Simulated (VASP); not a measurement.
Output of a VASP run:

OSZICAR:
```
       N       E                     dE             d eps       ncg     rms          rms(c)
DAV:   1     0.782023689967E+02    0.78202E+02   -0.88963E+03   520   0.176E+03
DAV:   2    -0.185974496802E+01   -0.80062E+02   -0.78173E+02   600   0.311E+02
DAV:   3    -0.728837153018E+01   -0.54286E+01   -0.54107E+01   655   0.713E+01
DAV:   4    -0.738420274389E+01   -0.95831E-01   -0.95806E-01   571   0.107E+01
DAV:   5    -0.738703892427E+01   -0.28362E-02   -0.28362E-02   699   0.164E+00    0.323E+00
DAV:   6    -0.734209830165E+01    0.44941E-01   -0.74069E-02   758   0.487E+00    0.196E+00
DAV:   7    -0.732856468857E+01    0.13534E-01   -0.44667E-02   605   0.199E+00    0.345E-01
DAV:   8    -0.732953285661E+01   -0.96817E-03   -0.48468E-03   632   0.976E-01    0.798E-02
DAV:   9    -0.733004048837E+01   -0.50763E-03   -0.80523E-04   573   0.244E-01    0.387E-02
DAV:  10    -0.733005832725E+01   -0.17839E-04   -0.37774E-05   661   0.476E-02    0.100E-02
DAV:  11    -0.733008420325E+01   -0.25876E-04   -0.40892E-05   555   0.505E-02    0.423E-03
DAV:  12    -0.733008486114E+01   -0.65790E-06   -0.10071E-06   512   0.106E-02
   1 F= -.80015636E+01 E0= -.80015114E+01  d E =-.800156E+01
       N       E                     dE             d eps       ncg     rms          rms(c)
DAV:   1    -0.741031849548E+01   -0.80234E-01   -0.89057E-01   680   0.177E+01    0.143E+00
DAV:   2    -0.736108225280E+01    0.49236E-01   -0.92703E-02   650   0.604E+00    0.666E-01
DAV:   3    -0.734853568817E+01    0.12547E-01   -0.17054E-02   680   0.233E+00    0.139E-01
DAV:   4    -0.734726010669E+01    0.12756E-02   -0.16805E-03   615   0.663E-01    0.467E-02
DAV:   5    -0.734716254481E+01    0.97562E-04   -0.10392E-04   616   0.136E-01    0.154E-02
DAV:   6    -0.734715556051E+01    0.69843E-05   -0.25350E-05   625   0.972E-02    0.559E-03
DAV:   7    -0.734715605201E+01   -0.49150E-06   -0.32942E-06   550   0.295E-02
   2 F= -.80037802E+01 E0= -.80036607E+01  d E =-.221656E-02
       N       E                     dE             d eps       ncg     rms          rms(c)
DAV:   1    -0.734651300014E+01    0.64256E-03   -0.21721E-02   675   0.269E+00    0.227E-01
DAV:   2    -0.734527768543E+01    0.12353E-02   -0.24648E-03   645   0.102E+00    0.104E-01
DAV:   3    -0.734497469447E+01    0.30299E-03   -0.37542E-04   688   0.340E-01    0.237E-02
DAV:   4    -0.734494342523E+01    0.31269E-04   -0.38169E-05   608   0.939E-02    0.761E-03
DAV:   5    -0.734494144272E+01    0.19825E-05   -0.24526E-06   515   0.212E-02    0.214E-03
DAV:   6    -0.734494142127E+01    0.21444E-07   -0.37782E-07   260   0.116E-02
   3 F= -.80038877E+01 E0= -.80037608E+01  d E =-.232404E-02
```

**OUTCAR**
```
------------------------ aborting loop because EDIFF is reached ----------------------------------------
 Edisp (eV)   -0.65895
  FORCE on cell =-STRESS in cart. coord.  units (eV):
  Direction    XX          YY          ZZ          XY          YZ          ZX
  --------------------------------------------------------------------------------------
  Total      -0.00233    -0.00233    -0.00233     0.00000     0.00000    -0.00000
  in kB      -0.06479    -0.06479    -0.06479     0.00000     0.00000    -0.00000
  external pressure =       -0.06 kB  Pullay stress =        0.00 kB
  volume of cell :       57.72
      direct lattice vectors                 reciprocal lattice vectors
    -0.000000000  3.067451189  3.067451189    -0.163001779  0.163001779  0.163001779
     3.067451189  0.000000000  3.067451189     0.163001779 -0.163001779  0.163001779
     3.067451189  3.067451189  0.000000000     0.163001779  0.163001779 -0.163001779
  FREE ENERGIE OF THE ION-ELECTRON SYSTEM (eV)
  ---------------------------------------------------
  free  energy   TOTEN  =        -8.0038876650 eV

  energy  without entropy=       -8.0036338707  energy(sigma->0) =       -8.00376077

 reached required accuracy - stopping structural energy minimisation
```
(Selected blocks of OUTCAR.)

**POSCAR**
```
GaSb
1
    0.0000000000     3.0500000000     3.0500000000
    3.0500000000     0.0000000000     3.0500000000
    3.0500000000     3.0500000000     0.0000000000
Ga Sb
1 1
Direct
  0.0000000000   0.0000000000   0.0000000000
  0.2500000000   0.2500000000   0.2500000000
```

Problem. Reconstruct the remaining input files.

Solution. This is not unique; one that fits is the input of the run itself, PBE GGA with D3 dispersion (Becke-Johnson damping), plane waves, VASP's PBE PAW potentials (set 64).

**INCAR**
```
SYSTEM = GaSb
PREC = Accurate
ENCUT = 520
EDIFF = 1E-6
NELM = 100
ALGO = Normal
LREAL = .FALSE.
LASPH = .TRUE.
ISMEAR = 0
SIGMA = 0.05
GGA = PE
IVDW = 12
LMAXMIX = 4
LWAVE = .FALSE.
LCHARG = .FALSE.
IBRION = 2
ISIF = 3
NSW = 60
EDIFFG = -0.01
```

### KPOINTS
```
Automatic
0
Gamma
 7 7 7
```

POTCAR, in this order: Ga_d Sb (PBE.64 set). Program: vasp_std.

The compound is GaSb in the zinc blende structure. This run relaxes it. Symmetry was kept, so distortions that lower it aren't found.
